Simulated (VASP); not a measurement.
Computed with PBEsol GGA, VASP's PBE PAW potentials (set 64) (plane waves; VASP 6.6.1).

The input files of a VASP run:

File KPOINTS:
```
Automatic
0
Gamma
14 14 14
```

### INCAR
```
SYSTEM = In
PREC = Accurate; ENCUT = 480; LREAL = .FALSE.
LASPH = .TRUE.
EDIFF = 1E-7; NELM = 100; ALGO = Normal
LMAXMIX = 4
ISMEAR = 1; SIGMA = 0.1
GGA = PS
ISIF = 2
LWAVE = .FALSE.; LCHARG = .FALSE.
```

POSCAR:
```
In
4.947850
 -0.3244406176   0.3244406176   0.5000000337
  0.3244406176  -0.3244406176   0.5000000337
  0.3244406176   0.3244406176  -0.5000000337
In
1
Cartesian
  0.0000000000   0.0000000000   0.0000000000
```

POTCAR, in this order: In_d (PBE.64 set). Program: vasp_std.

What VASP printed:

File OUTCAR:
```
 ion  position               nearest neighbor table
   1  0.000  0.000  0.000-
  LATTYP: Found a body centered tetragonal cell.
 ALAT       =     3.2105670192
 C/A-ratio  =     1.5411141721
 Subroutine PRICEL returns:
 Original cell was already a primitive cell.
 Subroutine GETGRP returns: Found 16 space group operations
The static configuration has the point symmetry D_4h.
The dynamic configuration has the point symmetry D_4h.
 Subroutine INISYM returns: Found 16 space group operations
 Subroutine IBZKPT returns following result:
 Found    244 irreducible k-points:

 Following reciprocal coordinates:
            Coordinates               Weight
  0.000000  0.000000  0.000000      1.000000
  0.071429  0.000000  0.000000      8.000000
  0.142857  0.000000  0.000000      8.000000
  0.214286  0.000000  0.000000      8.000000
  0.285714 -0.000000  0.000000      8.000000
  0.357143 -0.000000  0.000000      8.000000
  0.428571  0.000000  0.000000      8.000000
  0.500000 -0.000000  0.000000      4.000000
  0.071429  0.071429  0.000000      8.000000
...
```

**OSZICAR**
```
       N       E                     dE             d eps       ncg     rms          rms(c)
DAV:   1     0.681368569577E+02    0.68137E+02   -0.62332E+03  4884   0.157E+03
DAV:   2    -0.443704692859E+00   -0.68581E+02   -0.67637E+02  4950   0.280E+02
DAV:   3    -0.297416029648E+01   -0.25305E+01   -0.25229E+01  5662   0.635E+01
DAV:   4    -0.303039129118E+01   -0.56231E-01   -0.56215E-01  6216   0.939E+00
DAV:   5    -0.303264176023E+01   -0.22505E-02   -0.22504E-02  5960   0.152E+00    0.241E+00
DAV:   6    -0.299493715842E+01    0.37705E-01   -0.73707E-02  5574   0.614E+00    0.114E+00
DAV:   7    -0.298783249441E+01    0.71047E-02   -0.19574E-02  5792   0.292E+00    0.293E-01
DAV:   8    -0.298715488294E+01    0.67761E-03   -0.78753E-04  6084   0.582E-01    0.274E-02
DAV:   9    -0.298715671702E+01   -0.18341E-05   -0.10034E-05  6694   0.430E-02    0.151E-02
DAV:  10    -0.298715734403E+01   -0.62701E-06   -0.10717E-06  6352   0.158E-02    0.559E-04
DAV:  11    -0.298715732697E+01    0.17060E-07   -0.23380E-08  3250   0.286E-03
   1 F= -.29871573E+01 E0= -.29871858E+01  d E =0.852898E-04
```

### OUTCAR
```
------------------------ aborting loop because EDIFF is reached ----------------------------------------
  FORCE on cell =-STRESS in cart. coord.  units (eV):
  Direction    XX          YY          ZZ          XY          YZ          ZX
  --------------------------------------------------------------------------------------
  Total        0.0009907      0.0009907      0.0080654      0.0000000      0.0000000      0.0000000
  in kB        0.0622454      0.0622454      0.5067405      0.0000000      0.0000000      0.0000000
  external PRESSURE =       0.2104104 kB  Pullay stress =       0.0000000 kB
  volume of cell :       25.50
      direct lattice vectors                 reciprocal lattice vectors
    -1.605283510  1.605283510  2.473925167     0.000000000  0.311471461  0.202107973
     1.605283510 -1.605283510  2.473925167     0.311471461  0.000000000  0.202107973
     1.605283510  1.605283510 -2.473925167     0.311471461  0.311471461  0.000000000
 POSITION                                       TOTAL-FORCE (eV/Angst)
 -----------------------------------------------------------------------------------
      0.00000      0.00000      0.00000         0.000000     -0.000000     -0.000000
 -----------------------------------------------------------------------------------
    total drift:                               -0.000000      0.000000      0.000000
  FREE ENERGIE OF THE ION-ELECTRON SYSTEM (eV)
  ---------------------------------------------------
  free  energy   TOTEN  =        -2.9871573270 eV

  energy  without entropy=       -2.9872426168  energy(sigma->0) =       -2.98718576
```
(Selected blocks of OUTCAR.)

The compound is In in the bct structure. It was relaxed first.
